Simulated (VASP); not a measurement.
Si: electric field gradients with PBE

The system is Si.

```
Si
1.0
     0.00000    5.42712    5.42712
     5.42712    0.00000    5.42712
     5.42712    5.42712    0.00000
Si
16
Direct
  0.37500 0.37500 0.37500
  0.37500 0.37500 0.87500
  0.37500 0.87500 0.37500
  0.37500 0.87500 0.87500
  0.87500 0.37500 0.37500
  0.87500 0.37500 0.87500
  0.87500 0.87500 0.37500
  0.87500 0.87500 0.87500
  0.25000 0.25000 0.25000
  0.25000 0.25000 0.75000
  0.25000 0.75000 0.25000
  0.25000 0.75000 0.75000
  0.75000 0.25000 0.25000
  0.75000 0.25000 0.75000
  0.75000 0.75000 0.25000
  0.75000 0.75000 0.75000
```

| Property | Result |
| --- | --- |
| Program | VASP 6.6.1 |
| Task | electric field gradients |
| Functional | PBE |
| Potentials or basis | VASP PAW PBE potentials, release 64 (Si) |
| Cutoff | 520 eV |
| k mesh | 4 × 4 × 4 |
| Occupations | gaussian, width 0.01 eV |
| Spin | no spin polarisation |
| Dipole correction | no |
| Further INCAR settings | LREAL = Auto; ALGO = Fast; EDIFF = 1e-08; NBANDS = 46 |

| Property | Result |
| --- | --- |
| Pressure | 2.1 GPa |
| Band gap on the k mesh | 0.61 eV |

Levels at points of the mesh, in eV from the valence-band top:
```tsv
k point	band 30	band 31	band 32	band 33	band 34	band 35
(0.00, 0.00, 0.00)	0.00	0.00	0.00	0.71	0.71	0.71
(0.50, 0.00, 0.00)	-0.76	-0.76	-0.76	1.52	1.52	1.52
(0.50, 0.50, 0.00)	-1.33	-1.33	-1.33	1.13	1.13	2.45
```

Electric field gradients, principal values (V/Å²):
```
 atom    Vxx    Vyy    Vzz
 1 Si  0.000  0.000  0.000
 2 Si  0.000  0.000  0.000
 3 Si  0.000  0.000  0.000
 4 Si  0.000  0.000  0.000
 5 Si  0.000  0.000  0.000
 6 Si  0.000  0.000  0.000
 7 Si  0.000  0.000  0.000
 8 Si  0.000  0.000  0.000
 9 Si  0.000  0.000  0.000
10 Si  0.000  0.000  0.000
11 Si  0.000  0.000  0.000
12 Si  0.000  0.000  0.000
13 Si  0.000  0.000  0.000
14 Si  0.000  0.000  0.000
15 Si  0.000  0.000  0.000
16 Si  0.000  0.000  0.000
```

Run time: 4.4 min on 1 thread of Intel(R) Xeon(R) Platinum 8375C CPU @ 2.90GHz (Ice Lake), on a shared host, peak memory 0.47 GiB.

A k mesh can miss the band edges. PBE gaps usually lie below the measured ones, often by a third to a half.
